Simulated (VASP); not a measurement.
Calculation: vdW-DF2, VASP's PBE PAW potentials (set 64) (plane waves; VASP 6.6.1).

Input for VASP

### KPOINTS
```
kpoints
0
gamma
  8 8 8
0 0 0
```

### POSCAR
```
KF
1
    0.0000000000     2.6445524905     2.6445524905
    2.6445524905     0.0000000000     2.6445524905
    2.6445524905     2.6445524905     0.0000000000
K F
1 1
Direct
  0.0000000000   0.0000000000   0.0000000000
  0.5000000000   0.5000000000   0.5000000000
```

INCAR:
```
SYSTEM = KF
PREC = Accurate; ENCUT = 520; LREAL = F
LASPH = T
EDIFF = 1E-7; NELM = 100; ALGO = Normal
ISMEAR = 0; SIGMA = 0.05
GGA = ML; LUSE_VDW = T; AGGAC = 0.0
ZAB_VDW = -1.8867
ISIF = 2
LWAVE = F; LCHARG = F
```

POTCAR, in this order: K_sv F (PBE.64 set). Program: vasp_std.

Output

OSZICAR:
```
       N       E                     dE             d eps       ncg     rms          rms(c)
DAV:   1     0.125784533317E+03    0.12578E+03   -0.85116E+03   696   0.129E+03
DAV:   2    -0.120260906770E+01   -0.12699E+03   -0.11574E+03   868   0.337E+02
DAV:   3    -0.638066442617E+01   -0.51781E+01   -0.51544E+01   880   0.659E+01
DAV:   4    -0.654630642572E+01   -0.16564E+00   -0.16552E+00  1052   0.101E+01
DAV:   5    -0.654777991520E+01   -0.14735E-02   -0.14735E-02   868   0.111E+00    0.728E+00
DAV:   6    -0.503584297205E+01    0.15119E+01   -0.54585E+00   788   0.210E+01    0.461E+00
DAV:   7    -0.498255940664E+01    0.53284E-01   -0.16646E-01   892   0.361E+00    0.286E+00
DAV:   8    -0.493513680884E+01    0.47423E-01   -0.76511E-02   740   0.303E+00    0.224E-01
DAV:   9    -0.493521687907E+01   -0.80070E-04   -0.68632E-03  1060   0.591E-01    0.102E-01
DAV:  10    -0.493515555406E+01    0.61325E-04   -0.39065E-04   776   0.207E-01    0.264E-02
DAV:  11    -0.493512756750E+01    0.27987E-04   -0.79155E-05   752   0.923E-02    0.178E-02
DAV:  12    -0.493512464560E+01    0.29219E-05   -0.12069E-05   884   0.338E-02    0.488E-03
DAV:  13    -0.493512445043E+01    0.19517E-06   -0.10950E-06   864   0.108E-02    0.198E-03
DAV:  14    -0.493512450927E+01   -0.58833E-07   -0.14027E-07   716   0.337E-03
   1 F= -.49351245E+01 E0= -.49351245E+01  d E =-.282177E-15
```

**OUTCAR**
```
------------------------ aborting loop because EDIFF is reached ----------------------------------------
  FORCE on cell =-STRESS in cart. coord.  units (eV):
  Direction    XX          YY          ZZ          XY          YZ          ZX
  --------------------------------------------------------------------------------------
  Total        0.5796042      0.5796042      0.5796042     -0.0000000     -0.0000000      0.0000000
  in kB       25.1047295     25.1047295     25.1047295     -0.0000000     -0.0000000      0.0000000
  external PRESSURE =      25.1047295 kB  Pullay stress =       0.0000000 kB
  volume of cell :       36.99
      direct lattice vectors                 reciprocal lattice vectors
     0.000000000  2.644552491  2.644552491    -0.189067905  0.189067905  0.189067905
     2.644552491  0.000000000  2.644552491     0.189067905 -0.189067905  0.189067905
     2.644552491  2.644552491  0.000000000     0.189067905  0.189067905 -0.189067905
  FREE ENERGIE OF THE ION-ELECTRON SYSTEM (eV)
  ---------------------------------------------------
  free  energy   TOTEN  =        -4.9351245093 eV

  energy  without entropy=       -4.9351245093  energy(sigma->0) =       -4.93512451
```
(Selected blocks of OUTCAR.)

The compound is KF in the rock salt structure. This cell is one point of a volume scan, at 0.94 of the reference volume.
